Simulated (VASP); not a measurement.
**H2C18S: single point with PBEsol**

Slab: H2C18S, a slab with vacuum.

```xyz
21
Lattice="7.3980 0.0000 0.0000 -3.6990 6.4069 0.0000 0.0000 0.0000 12.0000" Properties=species:S:1:pos:R:3 pbc="T T T"
C    -0.0165    0.0493    0.7894
C     1.2201    0.7731    0.7893
C    -1.2495    2.1849    0.7880
C    -0.0131    2.9084    0.7893
C    -2.4824    4.3201    0.7900
C    -1.2460    5.0441    0.7898
C     2.4498    0.0494    0.7884
C     3.6861    0.7732    0.7856
C     1.2168    2.1848    0.7888
C     2.4533    2.9084    0.7882
C    -0.0164    4.3204    0.7891
C     1.2201    5.0443    0.7870
C     4.9155    0.0494    0.7847
C     6.1519    0.7731    0.7866
C     3.6826    2.1848    0.7868
C     4.9189    2.9084    0.7881
C     2.4497    4.3202    0.7887
C     3.6861    5.0439    0.7901
S     4.8657    0.6968    4.5879
H     4.1730   -0.2649    3.9326
H     5.9855    0.4093    3.8818
```

The cell was built by a generator and needn't be a form met in nature.

```yaml
Program: VASP 6.6.1
Task: single point
Functional: PBEsol
Potentials_or_basis: VASP PAW PBE potentials, release 64 (C, S, H)
Cutoff: 520 eV
k_mesh: 2 × 2 × 1
Occupations: gaussian, width 0.05 eV
Spin: no spin polarisation
Dipole_correction: no
Further_INCAR_settings: LREAL = Auto; ALGO = Fast; EDIFF = 1e-06; NBANDS = 56
```

```yaml
Largest_force: 0.090 eV/Å
Band_gap_on_the_k_mesh: 0.15 eV, direct
```

Forces in eV/Å, atoms in the order of the input:
```
C    0.004 -0.012 -0.001
C    0.002  0.012  0.002
C   -0.010 -0.002  0.000
C    0.007  0.006 -0.002
C   -0.003 -0.011  0.000
C    0.005  0.013 -0.001
C    0.002 -0.006  0.001
C   -0.002  0.017 -0.002
C   -0.002 -0.008 -0.001
C    0.006  0.005  0.003
C   -0.010 -0.011 -0.004
C    0.002  0.010  0.003
C   -0.011 -0.001 -0.002
C    0.002  0.005  0.001
C    0.003 -0.010  0.002
C    0.000  0.004  0.000
C    0.003 -0.018  0.002
C    0.001  0.004 -0.007
S    0.026 -0.060 -0.062
H    0.025  0.044  0.032
H   -0.051  0.022  0.034
```

Levels at points of the mesh, in eV from the valence-band top:
```tsv
k point	band 38	band 39	band 40	band 41	band 42	band 43
(0.00, 0.00, 0.00)	-1.76	-0.01	0.00	0.15	0.15	3.00
(0.50, 0.00, 0.00)	-2.55	-2.35	-1.76	1.81	2.51	2.52
(0.00, 0.50, 0.00)	-2.58	-2.21	-1.76	1.60	2.57	2.58
(0.50, 0.50, 0.00)	-2.55	-2.31	-1.76	1.75	2.50	2.50
```

It took 3.1 min on 1 thread of AMD EPYC 9R45 96-Core Processor (Zen 5) (shared host), peak memory 0.6 GiB.

Caveat: the k mesh is coarse (spacing up to 0.49 Å⁻¹), so the values aren't converged; the PAW data sets were made with another functional, which shifts forces and pressure a little.
